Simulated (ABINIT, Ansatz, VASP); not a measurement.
**ZrC (Fm-3m, 2 atoms in the cell) computed with different codes at matched settings**

Self-consistent single point.

```
CELL_PARAMETERS angstrom
      0.00000     2.30888     2.30888
      2.30888     0.00000     2.30888
      2.30888     2.30888     0.00000
ATOMIC_POSITIONS crystal
  Zr 0.00000 0.00000 0.00000
  C  0.50000 0.50000 0.50000
```

Shared settings, as Ansatz (a quantum-chemistry and plane-wave program) writes them: kpoints.mp_grid.grid = 10 10 10; magnetization.spin_orbit = true; scf.occupations.method = gaussian; scf.occupations.width = 0.2 eV. Potentials and cutoffs stand in the table.

| code | model | pressure (GPa) | cutoff |
|---|---|---|---|
| Ansatz | PBE with spin-orbit coupling, default PAW files | 14.40 | default |
| VASP | PBE, spin-orbit coupling, VASP's PBE PAW potentials (set 64) | 13.89 | 400 eV |
| ABINIT | PBE, spin-orbit coupling, norm-conserving pseudopotentials (PseudoDojo nc-fr-04 PBE standard) | 14.87 | 1116 eV |

The spread over the programs that give each value: pressure within 0.98 GPa.

Ansatz's pressure is given at a fixed set of plane waves, as the other plane-wave codes print theirs; with its correction for the finite basis it is 14.61 GPa (the shift of 0.21 GPa shows how far the cutoff is from converged).

VASP's run is marked for a possible Pulay error in its stress at this cutoff; no cutoff test was made.

The starting cell has typed, rounded lattice constants, without a prior relaxation at this level. Its lattice was rescaled by a random factor within 2.5 % of one.

Left out of this page: Elk, FLEUR and SIESTA (not drawn, or without a comparable value).

Keys are those of Ansatz 0.2.
